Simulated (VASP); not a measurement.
# TaSbSe (P4/mmm) in VASP: notebook

One crystal, TaSbSe, is run at these levels: PBE; tasks: single point, relaxation of cell and atoms.

Program: VASP 6.6.1. These are calculated values, not measurements. Logs are shortened: lines on timing, memory, paths and dates and some standing lists are left out, and cuts for length are marked.

**1. The cell of the first run**

Symmetry: P4/mmm, No. 123, tetragonal system. The conventional cell has a = 3.630 Å, b = 3.630 Å, c = 5.635 Å, α = 90.00°, β = 90.00°, γ = 90.00°. Ta (site symmetry 4/mmm) has 4 Se at 2.57 Å and 2 Sb at 2.82 Å as nearest neighbours. Around Sb (site symmetry 4/mmm) lie 2 Ta at 2.82 Å. Se (site symmetry 4/mmm) is surrounded by 4 Ta at 2.57 Å.

The cell was built by a generator and needn't be a form met in nature.

**2. Single point, PBE (random cell by space group and Wyckoff sites (P4/mmm, No. 123))**

File INCAR:

```
PREC = Accurate
ENCUT = 520
EDIFF = 1E-7
ISMEAR = 0
SIGMA = 0.1
LREAL = F
LASPH = T
NELM = 60
ALGO = Normal
ISIF = 2
LWAVE = F
LCHARG = T
GGA = PE
LELF = T
LVHAR = T
NBANDS = 18
```

File KPOINTS:

```
regular mesh
0
Gamma
  12 12 8
```

File POSCAR:

```
TaSbSe
1.0
    3.6296057661      0.0000000000      0.0000000000
    0.0000000000      3.6296057661      0.0000000000
    0.0000000000      0.0000000000      5.6345494079
Ta Sb Se
1 1 1
Direct
    0.0000000000      0.0000000000      0.0000000000
    0.0000000000      0.0000000000      0.5000000000
    0.5000000000      0.5000000000      0.0000000000
```

Potentials or basis: VASP PAW PBE potentials, release 64 (Ta_pv, Sb, Se).

Started as:

```bash
> cat potpaw_PBE.64/Ta_pv/POTCAR potpaw_PBE.64/Sb/POTCAR potpaw_PBE.64/Se/POTCAR > POTCAR
> mpirun -np 1 vasp_std > vasp.out
```

OUTCAR:

```text
PREC = Accurate
   ENCUT = 520
   EDIFF = 1E-7
   ISMEAR = 0
   LREAL = F
   LASPH = T
   NELM = 60
   ISIF = 2
   GGA = PE

 ion  position               nearest neighbor table
   1  0.000  0.000  0.000-   3 2.57   3 2.57   3 2.57   3 2.57   2 2.82   2 2.82
   2  0.000  0.000  0.500-   1 2.82   1 2.82
   3  0.500  0.500  0.000-   1 2.57   1 2.57   1 2.57   1 2.57

  LATTYP: Found a simple tetragonal cell.
 ALAT       =     3.6296057661
 C/A-ratio  =     1.5523860637

  Lattice vectors:

 A1 = (   3.6296057661,   0.0000000000,   0.0000000000)
 A2 = (   0.0000000000,   3.6296057661,   0.0000000000)
 A3 = (   0.0000000000,   0.0000000000,   5.6345494079)

Analysis of symmetry for initial positions (statically):
=====================================================================
 Subroutine PRICEL returns:
 Original cell was already a primitive cell.

 Routine SETGRP: Setting up the symmetry group for a
 simple tetragonal supercell.

 Subroutine GETGRP returns: Found 16 space group operations
 (whereof 16 operations were pure point group operations)
 out of a pool of 16 trial point group operations.

The static configuration has the point symmetry D_4h.

Analysis of symmetry for dynamics (positions and initial velocities):
=====================================================================
 Subroutine PRICEL returns:
 Original cell was already a primitive cell.

 Routine SETGRP: Setting up the symmetry group for a
 simple tetragonal supercell.

 Subroutine GETGRP returns: Found 16 space group operations
 (whereof 16 operations were pure point group operations)
 out of a pool of 16 trial point group operations.

The dynamic configuration has the point symmetry D_4h.

 Subroutine INISYM returns: Found 16 space group operations
 (whereof 16 operations are pure point group operations),
 and found     1 'primitive' translations

----------------------------------------------------------------------------------------

                                     Primitive cell

  volume of cell :      74.2298

  direct lattice vectors                    reciprocal lattice vectors
     3.629605766  0.000000000  0.000000000     0.275512015  0.000000000  0.000000000
     0.000000000  3.629605766  0.000000000     0.000000000  0.275512015  0.000000000
     0.000000000  0.000000000  5.634549408     0.000000000  0.000000000  0.177476481

  length of vectors
     3.629605766  3.629605766  5.634549408     0.275512015  0.275512015  0.177476481

  position of ions in fractional coordinates (direct lattice)
     0.000000000  0.000000000  0.000000000
     0.000000000  0.000000000  0.500000000
     0.500000000  0.500000000  0.000000000

  ion indices of the primitive-cell ions
   primitive index   ion index
                 1           1
                 2           2
                 3           3

----------------------------------------------------------------------------------------

 KPOINTS: regular mesh

Automatic generation of k-mesh.
 Grid dimensions read from file:
 generate k-points for:   12   12    8

 Generating k-lattice:

  Cartesian coordinates                     Fractional coordinates (reciprocal lattice)
     0.022959335  0.000000000  0.000000000     0.083333333  0.000000000  0.000000000
     0.000000000  0.022959335  0.000000000     0.000000000  0.083333333  0.000000000
     0.000000000  0.000000000  0.022184560     0.000000000  0.000000000  0.125000000

  Length of vectors
     0.022959335  0.022959335  0.022184560

  Shift w.r.t. Gamma in fractional coordinates (k-lattice)
     0.000000000  0.000000000  0.000000000

 Subroutine IBZKPT returns following result:
 ===========================================

 Found    140 irreducible k-points:

 Following reciprocal coordinates:
            Coordinates               Weight
  0.000000  0.000000  0.000000      1.000000
  0.083333  0.000000  0.000000      4.000000
  0.166667  0.000000  0.000000      4.000000
  0.250000  0.000000  0.000000      4.000000
  0.333333  0.000000  0.000000      4.000000
  0.416667  0.000000  0.000000      4.000000
[... 16 lines left out ...]
  0.333333  0.333333  0.000000      4.000000
  0.416667  0.333333  0.000000      8.000000
 [... further k-points ...]
   k-points           NKPTS =    140   k-points in BZ     NKDIM =    140   number of bands    NBANDS=     18
   number of dos      NEDOS =    301   number of ions     NIONS =      3
   total plane-waves  NPLWV =  32928
   dimension x,y,z NGX =    28 NGY =   28 NGZ =   42
   dimension x,y,z NGXF=    56 NGYF=   56 NGZF=   84
   ions per type =               1   1   1
   NGX,Y,Z   is equivalent  to a cutoff of  12.82, 12.82, 12.39 a.u.
   NGXF,Y,Z  is equivalent  to a cutoff of  25.65, 25.65, 24.78 a.u.
 SYSTEM =  unknown system
   PREC   = accura    normal or accurate (medium, high low for compatibility)
   ISTART =      0    job   : 0-new  1-cont  2-samecut
   ICHARG =      2    charge: 1-file 2-atom 10-const
   ISPIN  =      1    spin polarized calculation?
   LNONCOLLINEAR =      F non collinear calculations
   LSORBIT =      F    spin-orbit coupling
   LASPH  =      T    aspherical Exc in radial PAW
   ENCUT  =  520.0 eV  38.22 Ry    6.18 a.u.   6.75  6.75 10.48*2*pi/ulx,y,z
   NELM   =     60;   NELMIN=  2; NELMDL= -5     # of ELM steps
   EDIFF  = 0.1E-06   stopping-criterion for ELM
   LREAL  =      F    real-space projection
   EDIFFG = 0.1E-05   stopping-criterion for IOM
   NSW    =      0    number of steps for IOM
   IBRION =     -1    ionic relax: 0-MD 1-quasi-New 2-CG
   NFREE  =      0    steps in history (QN), initial steepest desc. (CG)
   ISIF   =      2    stress and relaxation
   ISYM   =      2    0-nonsym 1-usesym 2-fastsym
   POTIM  = 0.5000    time-step for ionic-motion
   TEBEG  =    0.0;   TEEND  =   0.0 temperature during run
   PSTRESS=    0.0 pullay stress
   NELECT =      22.0000    total number of electrons
   NUPDOWN=      -1.0000    fix difference up-down
   EMIN   =  10.00;   EMAX   =-10.00  energy-range for DOS
   EFERMI =   0.00;   METHOD = LEGACY
   ISMEAR =     0;   SIGMA  =   0.10  broadening in eV -4-tet -1-fermi 0-gaus
   EFERMI_NEDOS =   21; number of points for ismear=-14 and -15
   IALGO  =     38    algorithm
   IMIX   =      4    mixing-type and parameters
     AMIX     =   0.40;   BMIX     =  1.00
     AMIX_MAG =   1.60;   BMIX_MAG =  1.00
  volume/ion in A,a.u.               =      24.74       166.98
  Fermi-wavevector in a.u.,A,eV,Ry     =   1.091498  2.062633 16.209550  1.191368
  Thomas-Fermi vector in A             =   2.227745
   LORBIT       =      0    0 simple, 1 ext, 2 COOP (PROOUT), +10 PAW based schemes
   GGA     = PE    functional components
   LHFCALC =     F    Hartree Fock is set to
   AEXX    =    0.0000 exact exchange contribution
   IVDW    =     0    specifies the selected vdW correction
   LEPSILON=     F    determine dielectric tensor
   LRPA    =     F    only Hartree local field effects (RPA)
 non-spin polarized calculation
 Gauss-broadening in eV      SIGMA  =   0.10
  energy-cutoff  :      520.00
  volume of cell :       74.23
 maximum number of plane-waves:      2040
 NGX is ok and might be reduce to    28
   NGX = 13   NGY = 13   NGZ = 21

 number of electron      22.0000003 magnetization

 Free energy of the ion-electron system (eV)
  ---------------------------------------------------
  ext. energy  EPLUGINS =         0.00000000
  ---------------------------------------------------
  free energy    TOTEN  =       -19.09178811 eV

  energy without entropy =      -19.07393321  energy(sigma->0) =      -19.08286066

 E-fermi :   5.6975     XC(G=0): -10.1963

 val. band max:        5.6848536093   @ k =   0.0833   0.0833   0.3750
 cond. band min:       5.7153633843   @ k =   0.4167   0.0000   0.5000
 fundamental gap:      0.0305097749
 Fermi energy:         5.6974666545

 k-point     1 :       0.0000    0.0000    0.0000
  band No.  band energies     occupation
      1     -29.8396      2.00000
      2     -29.8396      2.00000
      3     -29.5449      2.00000
      4      -9.5294      2.00000
      5      -4.0399      2.00000
      6       0.7865      2.00000
[... 10 lines left out ...]
     17       8.0015      0.00000
     18      12.1380      0.00000

 k-point     2 :       0.0833    0.0000    0.0000
  band No.  band energies     occupation
      1     -29.8460      2.00000
      2     -29.8385      2.00000
      3     -29.5445      2.00000
      4      -9.4617      2.00000
      5      -3.9967      2.00000
      6       0.8103      2.00000
[... 10 lines left out ...]
     17       8.4783      0.00000
     18      12.3801      0.00000

 k-point     3 :       0.1667    0.0000    0.0000
  band No.  band energies     occupation
      1     -29.8636      2.00000
      2     -29.8357      2.00000
      3     -29.5431      2.00000
      4      -9.2677      2.00000
      5      -3.8780      2.00000
      6       0.8770      2.00000
[... 10 lines left out ...]
     17       9.6157      0.00000
     18      12.6559      0.00000

 k-point     4 :       0.2500    0.0000    0.0000
  band No.  band energies     occupation
      1     -29.8875      2.00000
      2     -29.8319      2.00000
      3     -29.5413      2.00000
      4      -8.9775      2.00000
      5      -3.7209      2.00000
      6      -0.0650      2.00000
[... 10 lines left out ...]
     17      10.8818      0.00000
     18      13.0532      0.00000

 k-point     5 :       0.3333    0.0000    0.0000
  band No.  band energies     occupation
      1     -29.9112      2.00000
      2     -29.8280      2.00000
      3     -29.5395      2.00000
      4      -8.6478      2.00000
      5      -3.5977      2.00000
      6      -0.8400      2.00000
[... 10 lines left out ...]
     17      11.4672      0.00000
     18      13.5118      0.00000

 k-point     6 :       0.4167    0.0000    0.0000
  band No.  band energies     occupation
      1     -29.9285      2.00000
      2     -29.8251      2.00000
      3     -29.5382      2.00000
      4      -8.3708      2.00000
      5      -3.5757      2.00000
      6      -1.2698      2.00000
[... 10 lines left out ...]
     17      11.6765      0.00000
     18      13.3812      0.00000

 k-point     7 :       0.5000    0.0000    0.0000
  band No.  band energies     occupation
      1     -29.9348      2.00000
      2     -29.8241      2.00000
      3     -29.5377      2.00000
      4      -8.2592      2.00000
      5      -3.5967      2.00000
      6      -1.3873      2.00000
[... 10 lines left out ...]
     17      12.4755      0.00000
     18      13.3886      0.00000

 k-point     8 :       0.0833    0.0833    0.0000
  band No.  band energies     occupation
      1     -29.8453      2.00000
      2     -29.8446      2.00000
      3     -29.5440      2.00000
      4      -9.3975      2.00000
      5      -3.9541      2.00000
      6       0.8362      2.00000
[... 10 lines left out ...]
     17       9.0319      0.00000
     18      12.9080      0.00000
[... 229 lines left out ...]
     17      12.6693      0.00000
     18      14.2322      0.00000

 k-point    20 :       0.3333    0.2500    0.0000
  band No.  band energies     occupation
      1     -29.9018      2.00000
      2     -29.8741      2.00000
      3     -29.5362      2.00000
      4      -8.5745      2.00000
      5      -3.2237      2.00000
      6      -0.5519      2.00000
[... 10 lines left out ...]
     17      11.6468      0.00000
     18      13.0591      0.00000

 k-point    21 :       0.4167    0.2500    0.0000
  band No.  band energies     occupation
      1     -29.9187      2.00000
      2     -29.8709      2.00000
      3     -29.5350      2.00000
      4      -8.4737      2.00000
      5      -3.0814      2.00000
      6      -0.5860      2.00000
[... 10 lines left out ...]
     17      10.7608      0.00000
     18      11.9991      0.00000

 k-point    22 :       0.5000    0.2500    0.0000
  band No.  band energies     occupation
      1     -29.9249      2.00000
      2     -29.8697      2.00000
      3     -29.5345      2.00000
      4      -8.4366      2.00000
      5      -3.0261      2.00000
      6      -0.5839      2.00000
[... 10 lines left out ...]
     17      10.3290      0.00000
     18      11.5757      0.00000

 k-point    23 :       0.3333    0.3333    0.0000
  band No.  band energies     occupation
      1     -29.8981      2.00000
      2     -29.8960      2.00000
      3     -29.5346      2.00000
      4      -8.5460      2.00000
      5      -2.9851      2.00000
      6      -0.3710      2.00000
[... 10 lines left out ...]
     17      10.5532      0.00000
     18      11.8571      0.00000

 k-point    24 :       0.4167    0.3333    0.0000
  band No.  band energies     occupation
      1     -29.9138      2.00000
      2     -29.8936      2.00000
      3     -29.5334      2.00000
      4      -8.5286      2.00000
      5      -2.7755      2.00000
      6      -0.1946      2.00000
[... 10 lines left out ...]
     17       9.6089      0.00000
     18      10.9222      0.00000

 [... further k-points ...]

------------------------ aborting loop because EDIFF is reached ----------------------------------------

  FORCE on cell =-STRESS in cart. coord.  units (eV):
  Direction    XX          YY          ZZ          XY          YZ          ZX
  --------------------------------------------------------------------------------------
  -------------------------------------------------------------------------------------
  Total        0.0635947      0.0635947     -0.0060314      0.0000000     -0.0000000     -0.0000000
  in kB        1.3726291      1.3726291     -0.1301812      0.0000000     -0.0000000     -0.0000000
  external PRESSURE =       0.8716923 kB  Pullay stress =       0.0000000 kB

 VOLUME and BASIS-vectors are now :
 -----------------------------------------------------------------------------
  energy-cutoff  :      520.00
  volume of cell :       74.23
      direct lattice vectors                 reciprocal lattice vectors
     3.629605766  0.000000000  0.000000000     0.275512015  0.000000000  0.000000000
     0.000000000  3.629605766  0.000000000     0.000000000  0.275512015  0.000000000
     0.000000000  0.000000000  5.634549408     0.000000000  0.000000000  0.177476481

 POSITION                                       TOTAL-FORCE (eV/Angst)
 -----------------------------------------------------------------------------------
      0.00000      0.00000      0.00000         0.000000      0.000000      0.000000
      0.00000      0.00000      2.81727         0.000000      0.000000      0.000000
      1.81480      1.81480      0.00000         0.000000      0.000000      0.000000
 -----------------------------------------------------------------------------------
    total drift:                               -0.000000      0.000000     -0.000000

  FREE ENERGIE OF THE ION-ELECTRON SYSTEM (eV)
  ---------------------------------------------------
  free  energy   TOTEN  =       -19.0917881133 eV

  energy  without entropy=      -19.0739332130  energy(sigma->0) =      -19.08286066
```

It took 66 s on 1 thread of Intel Xeon 6975P-C (Granite Rapids), shared host; peak memory 0.35 GiB.

What came out:

```yaml
Free_energy: -19.0918 eV
Pressure: 0.1 GPa
Band_gap_on_the_k_mesh: none (metal or under the smearing width)
```

Levels at points of the mesh, in eV from the Fermi level:
```
           k point  band 7  band 8  band 9  band 10  band 11  band 12  band 13  band 14  band 15  band 16
(0.00, 0.00, 0.00)   -2.86   -2.82   -2.82    -0.43     0.28     0.28     0.59     1.18     2.27     2.27
(0.50, 0.00, 0.00)   -5.39   -4.51   -2.83    -1.61     0.64     1.16     1.76     2.29     2.77     4.73
(0.50, 0.50, 0.00)   -5.29   -2.62   -1.42    -1.42    -1.29    -1.29    -0.27     0.94     1.91     2.53
(0.00, 0.00, 0.50)   -2.97   -2.85   -2.76    -2.76    -0.45    -0.45    -0.43     2.10     3.56     3.56
(0.50, 0.00, 0.50)   -5.43   -5.39   -3.33    -0.79     0.06     1.17     2.23     3.48     4.24     4.93
(0.50, 0.50, 0.50)   -5.09   -3.25   -3.12    -3.12    -2.84     0.95     1.02     1.02     1.91     2.67
```

**3. Relaxation of cell and atoms, PBE (random cell by space group and Wyckoff sites (P4/mmm, No. 123))**

File INCAR:

```
ALGO = Normal ; EDIFF = 1E-6
EDIFFG = -0.01 ; ENCUT = 600
GGA = PE ; IBRION = 2
ISIF = 3 ; ISMEAR = 0
LASPH = True ; LCHARG = False
LREAL = False ; LWAVE = False
NELM = 100 ; NSW = 100
PREC = Accurate ; SIGMA = 0.1
```

File KPOINTS:

```
k-points
0
Gamma
  12 12 8
```

File POSCAR:

```
TaSbSe
1.0
    3.6413709542      0.0000000000      0.0000000000
    0.0000000000      3.6413709542      0.0000000000
    0.0000000000      0.0000000000      5.6131814690
Ta Sb Se
1 1 1
Direct
    0.0000000000      0.0000000000      0.0000000000
    0.0000000000      0.0000000000      0.5000000000
    0.5000000000      0.5000000000      0.0000000000
```

Potentials or basis: VASP PAW PBE potentials, release 64 (Ta_pv, Sb, Se).

Started as:

```bash
> cat potpaw_PBE.64/Ta_pv/POTCAR potpaw_PBE.64/Sb/POTCAR potpaw_PBE.64/Se/POTCAR > POTCAR
> mpirun -np 1 vasp_std > vasp.out
```

It took 3.2 min on 1 thread of Intel Xeon 6975P-C (Granite Rapids), shared host; peak memory 0.39 GiB.

The run converged. Its results:

| Item | Value |
| --- | --- |
| Free energy | -19.0922 eV |
| Relaxed volume | 24.76 Å³/atom |
| Relaxed cell | a = 3.632 Å, b = 3.632 Å, c = 5.632 Å, α = 90.00°, β = 90.00°, γ = 90.00° |
| Space group after relaxing (to 0.05 Å) | P4/mmm (No. 123) |
| Energy gained by relaxing | 0.3 meV/atom |
| Ionic steps | 5 |
| Pressure after relaxing | 0.0 GPa |
| Band gap on the k mesh | none (metal or under the smearing width) |

Step by step:
| step | energy change (eV) | largest force (eV/Å) | pressure (GPa) | volume (Å³) |
| --- | --- | --- | --- | --- |
| 1 | 0.0000 | 0.0000 | -0.18 | 74.43 |
| 2 | -0.0008 | 0.0000 | 0.23 | 74.13 |
| 3 | -0.0009 | 0.0000 | 0.12 | 74.20 |
| 4 | -0.0010 | 0.0000 | -0.08 | 74.37 |
| 5 | -0.0010 | 0.0000 | 0.00 | 74.29 |

Final structure:
```xyz
3
Lattice="3.6318 0.0000 0.0000 0.0000 3.6318 0.0000 0.0000 0.0000 5.6325" Properties=species:S:1:pos:R:3 pbc="T T T"
Ta    0.0000    0.0000    0.0000
Sb    0.0000    0.0000    2.8162
Se    1.8159    1.8159    5.6325
```

Levels at points of the mesh, in eV from the Fermi level:
| k point | band 8 | band 9 | band 10 | band 11 | band 12 | band 13 | band 14 | band 15 |
| --- | --- | --- | --- | --- | --- | --- | --- | --- |
| (0.00, 0.00, 0.00) | -2.82 | -2.82 | -0.43 | 0.28 | 0.28 | 0.59 | 1.19 | 2.27 |
| (0.50, 0.00, 0.00) | -4.50 | -2.82 | -1.61 | 0.64 | 1.15 | 1.76 | 2.29 | 2.76 |
| (0.50, 0.50, 0.00) | -2.62 | -1.41 | -1.41 | -1.29 | -1.29 | -0.27 | 0.94 | 1.91 |
| (0.00, 0.00, 0.50) | -2.84 | -2.76 | -2.76 | -0.45 | -0.45 | -0.43 | 2.09 | 3.56 |
| (0.50, 0.00, 0.50) | -5.38 | -3.33 | -0.78 | 0.05 | 1.17 | 2.22 | 3.48 | 4.24 |
| (0.50, 0.50, 0.50) | -3.25 | -3.12 | -3.12 | -2.84 | 0.95 | 1.03 | 1.03 | 1.91 |

The run has no spin-orbit coupling, so splittings on Sb, Ta are missing.

(Part 1 of 2 ends here.)
